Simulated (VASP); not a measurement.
Set up this calculation in VASP 6.6.1, as the native input.

```yaml
Task: single point
Functional: LDA
Potentials_or_basis: VASP PAW LDA potentials, release 64 (Cu, Sn_d)
Cutoff: 520 eV
k_mesh: 9 × 9 × 8
Occupations: gaussian, width 0.1 eV
Spin: no spin polarisation
Dipole_correction: no
Further_INCAR_settings: ALGO = Fast; EDIFF = 1e-07; NBANDS = 57
```

The structure of Cu3Sn lies in POSCAR:

```
Cu3Sn
1.0
    5.4237646862      0.0000000000      0.0000000000
   -2.7118823431      4.6971180024      0.0000000000
    0.0000000000      0.0000000000      4.1926100402
Cu Sn
6 2
Direct
    0.1553002216      0.8446997784      0.7500000000
    0.3106004433      0.1553002216      0.2500000000
    0.8446997784      0.6893995567      0.2500000000
    0.1553002216      0.3106004433      0.7500000000
    0.6893995567      0.8446997784      0.7500000000
    0.8446997784      0.1553002216      0.2500000000
    0.3333333333      0.6666666667      0.2500000000
    0.6666666667      0.3333333333      0.7500000000
```

The cell comes from a database or a generator and needn't be the stable form of this composition.

The input as run:

INCAR

```
SYSTEM = Cu3Sn
ALGO     = Fast           ! electronic algorithm
EDIFF    = 1E-7           ! SCF threshold, eV
ENCUT    = 520            ! plane-wave cutoff, eV
GGA      = CA             ! functional
ISIF     = 2              ! what is computed and relaxed
ISMEAR   = 0              ! smearing method
LASPH    = .TRUE.         ! aspherical terms in the spheres
LCHARG   = .TRUE.         ! write CHGCAR
LELF     = .TRUE.         ! ELF
LREAL    = .FALSE.        ! projectors in reciprocal space
LVHAR    = .TRUE.       
LWAVE    = .FALSE.        ! write WAVECAR
NBANDS   = 57             ! bands
NELM     = 100            ! most SCF steps
PREC     = Accurate       ! precision mode
SIGMA    = 0.1            ! smearing width, eV
```

KPOINTS

```
k-points
0
G
  9 9 8
  0 0 0
```

Potentials or basis: VASP PAW LDA potentials, release 64 (Cu, Sn_d).

Command:

```sh
$ cat potpaw_LDA.64/Cu/POTCAR potpaw_LDA.64/Sn_d/POTCAR > POTCAR
$ mpirun -np 1 vasp_std > vasp.out
```

It gave:

| Quantity | Value |
| --- | --- |
| Pressure | 0.6 GPa |
| Largest force | 0.010 eV/Å |
| Band gap on the k mesh | none (metal or under the smearing width) |

Run time: 4.2 min on 1 thread of Intel(R) Xeon(R) 6975P-C (Granite Rapids), on a shared host, peak memory 0.37 GiB.
